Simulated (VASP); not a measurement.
Data:

```yaml
crystal:
  lattice:
    - [1.45853, -2.52625, 0.00000]
    - [1.45853, 2.52625, 0.00000]
    - [0.00000, 0.00000, 2.83996]
  atoms:
    - { symbol: W, position: [0.00000, 0.00000, 0.00000] }
    - { symbol: C, position: [0.33333, 0.66667, 0.50000] }
```

Level of theory: r2SCAN meta-GGA, VASP's PBE PAW potentials (set 64) (plane waves; VASP). Settings: 520 eV cut-off, 16×16×14 Γ-centred mesh, tetrahedra with Blöchl corrections, potentials W_sv C.

Give the energies of bands 6 to 12 at the high-symmetry points, in eV from the Fermi level.

| band | Γ | M | K | A | L | H |
|---|---|---|---|---|---|---|
| 6 | -4.40 | -7.25 | -6.76 | -8.91 | -6.63 | -7.33 |
| 7 | -3.42 | -3.65 | -4.64 | -2.05 | -4.42 | -5.57 |
| 8 | -3.42 | -3.62 | -3.50 | -2.05 | -4.30 | -1.69 |
| 9 | 0.17 | -0.47 | 0.80 | -0.52 | 0.25 | -0.68 |
| 10 | 3.42 | 2.52 | 1.04 | -0.52 | 4.58 | 4.57 |
| 11 | 3.42 | 4.72 | 2.17 | 3.87 | 5.48 | 6.61 |
| 12 | 5.97 | 5.07 | 3.44 | 4.85 | 6.95 | 7.88 |

It has no gap at this level: it comes out as a metal or semimetal.

The compound is WC in the wc structure. It was relaxed first.
